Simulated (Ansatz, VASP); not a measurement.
## HfMg3 in VASP and in Ansatz

INCAR

```
  PREC = Accurate
  ENCUT = 520
  EDIFF = 1E-7
  ISMEAR = -1
  SIGMA = 0.05
  LREAL = False
  LASPH = True
  NELM = 80
  ALGO = Normal
  ISIF = 2
  LWAVE = False
  LCHARG = False
  GGA = PE
  NBANDS = 16
```

File KPOINTS:

```
regular mesh
0
Gamma
  8 8 8
```

Contents of POSCAR:

```
HfMg3
1.0
   -2.2263530000      2.2263530000      4.4846200000
    2.2263530000     -2.2263530000      4.4846200000
    2.2263530000      2.2263530000     -4.4846200000
Hf Mg
1 3
Direct
    0.0000000000      0.0000000000      0.0000000000
    0.7500000000      0.2500000000      0.5000000000
    0.2500000000      0.7500000000      0.5000000000
    0.5000000000      0.5000000000      0.0000000000
```

Contents of input.yaml:

```yaml
crystal:
  lattice:
    - [-2.226353, 2.226353, 4.48462]
    - [2.226353, -2.226353, 4.48462]
    - [2.226353, 2.226353, -4.48462]
  atoms:
    - { symbol: Hf, position: [0.0, 0.0, 0.0] }
    - { symbol: Mg, position: [0.75, 0.25, 0.5] }
    - { symbol: Mg, position: [0.25, 0.75, 0.5] }
    - { symbol: Mg, position: [0.5, 0.5, 0.0] }
hamiltonian:
  xc: pbe
  pseudopotentials: { kind: paw }
kpoints:
  mp_grid: { grid: [8, 8, 8] }
scf:
  occupations: { method: fermi_dirac, width: 0.05 }
output:
  forces: true
  stress: true
  eigenvalues: true
```

The cell comes from a database or a generator and needn't be the stable form of this composition.

Alike in both runs: task single point; functional PBE; k mesh 8 × 8 × 8; occupations fermi-dirac, width 0.05 eV; no spin polarisation.

|  | VASP | Ansatz |
| --- | --- | --- |
| version | VASP 6.6.1 | Ansatz 0.2.0 |
| potentials or method | VASP PAW PBE potentials, release 64 (Hf_pv, Mg) | Ansatz PAW |
| plane-wave cutoff (eV) | 520 | 420 |
| valence electrons in the cell | 16 | 56 |

VASP gave:

```
gap on the k mesh at the Fermi level (eV)       : none
pressure (GPa)                                  : -0.2
largest component of the traceless stress (GPa) : 1.12
```

Question: Which values does Ansatz return?

Answer: gap on the k mesh at the Fermi level (eV): none; pressure (GPa): 0.0; largest component of the traceless stress (GPa): 1.09.

A gap of «none» marks a metal or a gap that the smearing closes. The two sets of potentials don't hold the same shells in valence.

Spin-orbit coupling is left out, which matters for the levels of Hf.
